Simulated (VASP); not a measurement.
A VASP calculation is set up with these files.

INCAR:
```
! general
SYSTEM   =  SnSe
PREC     =  Accurate
ENCUT    =  400
LREAL    =  .FALSE.   ! projection in real space or not
LASPH    =  .TRUE.

! electronic loop
EDIFF    =  1E-6   ! SCF stop (eV)
NELM     =  100
ALGO     =  Normal
LMAXMIX  =  4

! smearing
ISMEAR   =  0   ! Gaussian
SIGMA    =  0.05   ! width (eV)

! functional
GGA      =  PS   ! PBEsol

! ions
IBRION   =  2
NSW      =  60   ! most ionic steps
ISIF     =  3   ! ions, shape and volume
EDIFFG   =  -0.01

! output
LWAVE    =  .FALSE.
LCHARG   =  .FALSE.
```

POSCAR:
```
SnSe
1
    0.0000000000     2.7972000000     2.7972000000
    2.7972000000     0.0000000000     2.7972000000
    2.7972000000     2.7972000000     0.0000000000
Sn Se
1 1
Direct
  0.0000000000   0.0000000000   0.0000000000
  0.5000000000   0.5000000000   0.5000000000
```

**KPOINTS**
```
Automatic mesh
0
Gamma
7 7 7
0 0 0
```

POTCAR, in this order: Sn_d Se (PBE.64 set). Program: vasp_std.

Translate this PBEsol calculation to Quantum ESPRESSO's pw.x.

One equivalent input (not run):
```
&CONTROL
  calculation = 'vc-relax'
  pseudo_dir = './pseudo'
  outdir = './out'
  tprnfor = .true.
  tstress = .true.
  nstep = 60
  forc_conv_thr = 0.00039
/
&SYSTEM
  ibrav = 0
  nat = 2
  ntyp = 2
  ecutwfc = 86
  occupations = 'smearing'
  smearing = 'gaussian'
  degauss = 0.003675
  input_dft = 'pbesol'
/
&ELECTRONS
  conv_thr = 7.3e-08
  electron_maxstep = 100
/
&IONS
/
&CELL
/
ATOMIC_SPECIES
  Sn 118.710 Sn.upf
  Se 78.971 Se.upf
CELL_PARAMETERS angstrom
     0.0000000    2.7972000    2.7972000
     2.7972000    0.0000000    2.7972000
     2.7972000    2.7972000    0.0000000
ATOMIC_POSITIONS crystal
  Sn   0.0000000  0.0000000  0.0000000
  Se   0.5000000  0.5000000  0.5000000
K_POINTS automatic
  7 7 7 0 0 0
```
Limits of the translation: the potentials are each code's own (VASP's PAW set, PseudoDojo norm-conserving files in pw.x), so ENCUT and ecutwfc are chosen apart and not converted; conv_thr bounds pw.x's estimated SCF error, while EDIFF bounds the energy change between steps; forc_conv_thr acts on force components and is met together with etot_conv_thr.

The structure was generated: SnSe was put into the rock salt type (Fm-3m), which need not be its known phase. This run relaxes it. Symmetry was kept, so distortions that lower it aren't found.
